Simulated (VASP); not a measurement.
Method: AM05 GGA, VASP's PBE PAW potentials (set 64) (plane waves; VASP).

VASP input:

File KPOINTS:
```
Regular mesh
0
G
7 7 4
```

**POSCAR**
```
PtS2
1
    1.7856177396    -3.0927807188     0.0000000000
    1.7856177396     3.0927807188     0.0000000000
    0.0000000000     0.0000000000     6.6627520956
Pt S
1 2
Direct
  0.0000000000   0.0000000000   0.0000000000
  0.3333330000   0.6666670000   0.1831235782
  0.6666670000   0.3333330000   0.8168764218
```

INCAR:
```
SYSTEM = PtS2
PREC = Accurate; ENCUT = 520; LREAL = .False.
LASPH = .True.
EDIFF = 1E-7; NELM = 100; ALGO = Normal
LMAXMIX = 6
ISMEAR = 0; SIGMA = 0.05
GGA = AM
IBRION = 2; NSW = 30; ISIF = 4
EDIFFG = -0.01
LWAVE = .False.; LCHARG = .False.
```

POTCAR, in this order: Pt S (PBE.64 set). Program: vasp_std.

Output

File OUTCAR:
```
 ion  position               nearest neighbor table
   1  0.000  0.000  0.000-   2 2.40   3 2.40   3 2.40   2 2.40   3 2.40   2 2.40
   2  0.333  0.667  0.183-   1 2.40   1 2.40   1 2.40
   3  0.667  0.333  0.817-   1 2.40   1 2.40   1 2.40
  LATTYP: Found a hexagonal cell.
 ALAT       =     3.5712355406
 C/A-ratio  =     1.8656714237
 Subroutine PRICEL returns:
 Original cell was already a primitive cell.
 Subroutine GETGRP returns: Found 12 space group operations
The static configuration has the point symmetry D_3d.
The dynamic configuration has the point symmetry D_3d.
 Subroutine INISYM returns: Found 12 space group operations
 Subroutine IBZKPT returns following result:
 Found     28 irreducible k-points:

 Following reciprocal coordinates:
            Coordinates               Weight
  0.000000  0.000000  0.000000      1.000000
  0.142857 -0.000000  0.000000      6.000000
  0.285714  0.000000  0.000000      6.000000
  0.428571  0.000000  0.000000      6.000000
  0.142857  0.142857  0.000000      6.000000
  0.285714  0.142857  0.000000     12.000000
  0.428571  0.142857  0.000000      6.000000
  0.285714  0.285714  0.000000      6.000000
  0.000000  0.000000  0.250000      2.000000
  0.142857 -0.000000  0.250000      6.000000
 -0.000000  0.142857  0.250000      6.000000
  0.285714  0.000000  0.250000      6.000000
  0.000000  0.285714  0.250000      6.000000
  0.428571  0.000000  0.250000      6.000000
  0.000000  0.428571  0.250000      6.000000
  0.142857  0.142857  0.250000     12.000000
  0.285714  0.142857  0.250000     12.000000
 -0.142857  0.428571  0.250000     12.000000
  0.428571  0.142857  0.250000     12.000000
  0.285714  0.285714  0.250000     12.000000
  0.000000  0.000000  0.500000      1.000000
  0.142857 -0.000000  0.500000      6.000000
...
```

**OSZICAR**
```
       N       E                     dE             d eps       ncg     rms          rms(c)
DAV:   1     0.126491075720E+03    0.12649E+03   -0.10061E+04   856   0.126E+03
DAV:   2    -0.105030555736E+02   -0.13699E+03   -0.13343E+03  1093   0.242E+02
DAV:   3    -0.174363005615E+02   -0.69332E+01   -0.68991E+01  1085   0.600E+01
DAV:   4    -0.175402870604E+02   -0.10399E+00   -0.10396E+00  1108   0.791E+00
DAV:   5    -0.175428893371E+02   -0.26023E-02   -0.26021E-02  1142   0.118E+00    0.178E+01
DAV:   6    -0.164900037443E+02    0.10529E+01   -0.72585E+00   924   0.277E+01    0.112E+01
DAV:   7    -0.162695190004E+02    0.22048E+00   -0.13396E+00   938   0.129E+01    0.523E+00
DAV:   8    -0.162416485506E+02    0.27870E-01   -0.98467E-02  1078   0.243E+00    0.108E+00
DAV:   9    -0.162366515841E+02    0.49970E-02   -0.14998E-02   994   0.137E+00    0.263E-01
DAV:  10    -0.162370093984E+02   -0.35781E-03   -0.27106E-03  1050   0.381E-01    0.112E-01
DAV:  11    -0.162370449875E+02   -0.35589E-04   -0.10238E-04  1113   0.996E-02    0.503E-02
DAV:  12    -0.162370573102E+02   -0.12323E-04   -0.22240E-05   966   0.392E-02    0.181E-02
DAV:  13    -0.162370594779E+02   -0.21677E-05   -0.76952E-06  1093   0.237E-02    0.520E-03
DAV:  14    -0.162370601706E+02   -0.69266E-06   -0.78069E-07   987   0.675E-03    0.190E-03
DAV:  15    -0.162370602258E+02   -0.55208E-07   -0.49817E-08   904   0.169E-03
   1 F= -.16237060E+02 E0= -.16237060E+02  d E =-.162371E+02
       N       E                     dE             d eps       ncg     rms          rms(c)
DAV:   1    -0.162540443962E+02   -0.16984E-01   -0.15807E+00   840   0.783E+00    0.113E+00
DAV:   2    -0.162549393827E+02   -0.89499E-03   -0.71040E-02  1043   0.211E+00    0.425E-01
DAV:   3    -0.162533842905E+02    0.15551E-02   -0.25985E-03  1192   0.439E-01    0.228E-01
DAV:   4    -0.162528181349E+02    0.56616E-03   -0.26719E-03  1064   0.320E-01    0.766E-02
DAV:   5    -0.162528426302E+02   -0.24495E-04   -0.29500E-04   980   0.123E-01    0.384E-02
DAV:   6    -0.162528476177E+02   -0.49876E-05   -0.31355E-05   973   0.364E-02    0.161E-02
DAV:   7    -0.162528550922E+02   -0.74745E-05   -0.82191E-06  1022   0.210E-02    0.366E-03
DAV:   8    -0.162528573137E+02   -0.22215E-05   -0.27594E-06  1022   0.125E-02    0.480E-03
DAV:   9    -0.162528578191E+02   -0.50541E-06   -0.64855E-07  1043   0.598E-03    0.259E-03
DAV:  10    -0.162528579347E+02   -0.11559E-06   -0.13170E-07   858   0.286E-03    0.415E-04
DAV:  11    -0.162528579469E+02   -0.12229E-07   -0.15262E-08   798   0.115E-03
   2 F= -.16252858E+02 E0= -.16252858E+02  d E =-.157977E-01
       N       E                     dE             d eps       ncg     rms          rms(c)
DAV:   1    -0.162590579651E+02   -0.62000E-02   -0.13395E+00   840   0.720E+00    0.105E+00
DAV:   2    -0.162597351664E+02   -0.67720E-03   -0.60123E-02  1029   0.194E+00    0.401E-01
DAV:   3    -0.162584067097E+02    0.13285E-02   -0.22475E-03  1228   0.405E-01    0.215E-01
DAV:   4    -0.162579320983E+02    0.47461E-03   -0.22548E-03  1064   0.294E-01    0.690E-02
DAV:   5    -0.162579530737E+02   -0.20975E-04   -0.25149E-04   994   0.113E-01    0.359E-02
DAV:   6    -0.162579572454E+02   -0.41717E-05   -0.25883E-05   946   0.333E-02    0.150E-02
DAV:   7    -0.162579637616E+02   -0.65162E-05   -0.67606E-06  1008   0.192E-02    0.371E-03
DAV:   8    -0.162579658904E+02   -0.21288E-05   -0.23370E-06  1015   0.117E-02    0.445E-03
DAV:   9    -0.162579663747E+02   -0.48438E-06   -0.66300E-07  1015   0.589E-03    0.239E-03
DAV:  10    -0.162579664602E+02   -0.85503E-07   -0.10278E-07   885   0.252E-03
   3 F= -.16257966E+02 E0= -.16257966E+02  d E =-.209062E-01
       N       E                     dE             d eps       ncg     rms          rms(c)
DAV:   1    -0.162579793332E+02   -0.12958E-04   -0.31216E-03   840   0.347E-01    0.483E-02
DAV:   2    -0.162579808718E+02   -0.15386E-05   -0.13986E-04  1029   0.939E-02    0.193E-02
DAV:   3    -0.162579778097E+02    0.30621E-05   -0.56243E-06  1228   0.200E-02    0.105E-02
DAV:   4    -0.162579768590E+02    0.95069E-06   -0.47767E-06  1064   0.136E-02    0.308E-03
DAV:   5    -0.162579768662E+02   -0.71814E-08   -0.53901E-07   987   0.526E-03
   4 F= -.16257977E+02 E0= -.16257977E+02  d E =-.209166E-01
       N       E                     dE             d eps       ncg     rms          rms(c)
DAV:   1    -0.162634743690E+02   -0.54975E-02   -0.18249E-01   861   0.309E+00    0.435E-01
DAV:   2    -0.162600233861E+02    0.34510E-02   -0.98151E-03   973   0.875E-01    0.200E-01
DAV:   3    -0.162593668783E+02    0.65651E-03   -0.15387E-03  1043   0.318E-01    0.903E-02
DAV:   4    -0.162591249016E+02    0.24198E-03   -0.58599E-04  1127   0.158E-01    0.496E-02
DAV:   5    -0.162591201565E+02    0.47451E-05   -0.61788E-05  1015   0.538E-02    0.154E-02
DAV:   6    -0.162591255346E+02   -0.53781E-05   -0.72061E-06   896   0.218E-02    0.719E-03
DAV:   7    -0.162591287091E+02   -0.31745E-05   -0.33125E-06   952   0.139E-02    0.380E-03
DAV:   8    -0.162591299427E+02   -0.12337E-05   -0.10366E-06  1057   0.759E-03    0.156E-03
DAV:   9    -0.162591301851E+02   -0.24232E-06   -0.23995E-07   937   0.356E-03    0.509E-04
DAV:  10    -0.162591302136E+02   -0.28555E-07   -0.31147E-08   848   0.150E-03
   5 F= -.16259130E+02 E0= -.16259130E+02  d E =-.115335E-02
       N       E                     dE             d eps       ncg     rms          rms(c)
DAV:   1    -0.162614147391E+02   -0.22846E-02   -0.87084E-02   861   0.214E+00    0.299E-01
DAV:   2    -0.162597754309E+02    0.16393E-02   -0.46680E-03   966   0.604E-01    0.138E-01
DAV:   3    -0.162594635349E+02    0.31190E-03   -0.73362E-04  1036   0.220E-01    0.621E-02
DAV:   4    -0.162593484324E+02    0.11510E-03   -0.27794E-04  1113   0.109E-01    0.340E-02
DAV:   5    -0.162593458745E+02    0.25579E-05   -0.29384E-05  1015   0.371E-02    0.106E-02
DAV:   6    -0.162593483230E+02   -0.24485E-05   -0.33800E-06   896   0.151E-02    0.499E-03
DAV:   7    -0.162593497855E+02   -0.14625E-05   -0.16117E-06   945   0.965E-03    0.263E-03
DAV:   8    -0.162593503645E+02   -0.57899E-06   -0.49351E-07  1078   0.522E-03    0.109E-03
DAV:   9    -0.162593504772E+02   -0.11275E-06   -0.11438E-07   844   0.247E-03    0.357E-04
DAV:  10    -0.162593504913E+02   -0.14091E-07   -0.16748E-08   819   0.113E-03
   6 F= -.16259350E+02 E0= -.16259350E+02  d E =-.137363E-02
```

**OUTCAR**
```
------------------------ aborting loop because EDIFF is reached ----------------------------------------
  FORCE on cell =-STRESS in cart. coord.  units (eV):
  Direction    XX          YY          ZZ          XY          YZ          ZX
  --------------------------------------------------------------------------------------
  Total        0.0448920      0.0448920      0.0383490     -0.0000000      0.0000000      0.0000000
  in kB        0.9773677      0.9773678      0.8349179     -0.0000000      0.0000000      0.0000000
  external PRESSURE =       0.9298845 kB  Pullay stress =       0.0000000 kB
  volume of cell :       73.59
      direct lattice vectors                 reciprocal lattice vectors
     1.766758402 -3.060115379 -0.000000000     0.283004173 -0.163392532  0.000000000
     1.766758402  3.060115379  0.000000000     0.283004173  0.163392532  0.000000000
    -0.000000000  0.000000000  6.805754965    -0.000000000 -0.000000000  0.146934470
 POSITION                                       TOTAL-FORCE (eV/Angst)
 -----------------------------------------------------------------------------------
      0.00000      0.00000      0.00000         0.000000      0.000000      0.000000
      1.76676      1.02004      1.20913        -0.000000     -0.000000      0.001199
      1.76676     -1.02004      5.59662        -0.000000      0.000000     -0.001199
 -----------------------------------------------------------------------------------
    total drift:                               -0.000000     -0.000000      0.000000
  FREE ENERGIE OF THE ION-ELECTRON SYSTEM (eV)
  ---------------------------------------------------
  free  energy   TOTEN  =       -16.2593504913 eV

  energy  without entropy=      -16.2593504913  energy(sigma->0) =      -16.25935049

 reached required accuracy - stopping structural energy minimisation
```
(Selected blocks of OUTCAR.)

File CONTCAR:
```
PtS2
   1.00000000000000
     1.7667584022861567   -3.0601153793599529   -0.0000000000000000
     1.7667584022861567    3.0601153793599529    0.0000000000000001
    -0.0000000000000000    0.0000000000000000    6.8057549652278579
  Pt              S
     1     2
Direct
     0.0000000000000000    0.0000000000000000    0.0000000000000000
     0.3333330000000032    0.6666669999999968    0.1776631948802861
     0.6666669999999968    0.3333330000000032    0.8223368051197139
```

**OUTCAR**
```
 val. band max:        2.8712619737   @ k =   0.1429   0.1429   0.0000

 cond. band min:       4.6055981923   @ k =   0.0000   0.2857   0.2500


 Fermi energy:         3.1189594361

 k-point     1 :       0.0000    0.0000    0.0000
  band No.  band energies     occupation
      1     -11.4800      2.00000
      2      -9.0181      2.00000
      3      -3.0660      2.00000
      4      -3.0660      2.00000
      5      -2.6806      2.00000
      6      -0.2545      2.00000
      7      -0.2545      2.00000
      8       1.8977      2.00000
      9       2.3230      2.00000
     10       2.4892      2.00000
     11       2.4892      2.00000
     12       6.1155      0.00000
     13       6.1156      0.00000
     14       8.3362      0.00000
     15       8.7832      0.00000

 k-point     2 :       0.1429   -0.0000    0.0000
  band No.  band energies     occupation
      1     -11.2164      2.00000
      2      -9.0927      2.00000
      3      -3.0060      2.00000
      4      -2.9042      2.00000
      5      -2.4454      2.00000
      6      -0.6754      2.00000
      7      -0.4355      2.00000
      8       1.1292      2.00000
      9       2.5604      2.00000
     10       2.6422      2.00000
     11       2.6770      2.00000
     12       5.1008      0.00000
     13       5.8158      0.00000
     14       9.0916      0.00000
     15       9.6657      0.00000

 k-point     3 :       0.2857    0.0000    0.0000
  band No.  band energies     occupation
      1     -10.5294      2.00000
      2      -9.2565      2.00000
      3      -2.8957      2.00000
      4      -2.5813      2.00000
      5      -2.0589      2.00000
      6      -1.5197      2.00000
      7      -0.5282      2.00000
      8       0.6070      2.00000
      9       2.0341      2.00000
     10       2.1618      2.00000
     11       2.5432      2.00000
     12       4.8015      0.00000
     13       5.6742      0.00000
     14       8.8558      0.00000
     15      10.3246      0.00000
...
```

Without a dispersion term in the relaxation, distances and binding between the weakly bound layers, chains or molecules are unreliable, and so is what depends on them. Unless said otherwise, spin-orbit coupling is left out, though it shifts the bands of the heavy elements here.

The compound is PtS2 in the 1T layered structure. This cell is one point of a volume scan, at 1.03 of the reference volume. Symmetry was kept, so distortions that lower it aren't found.
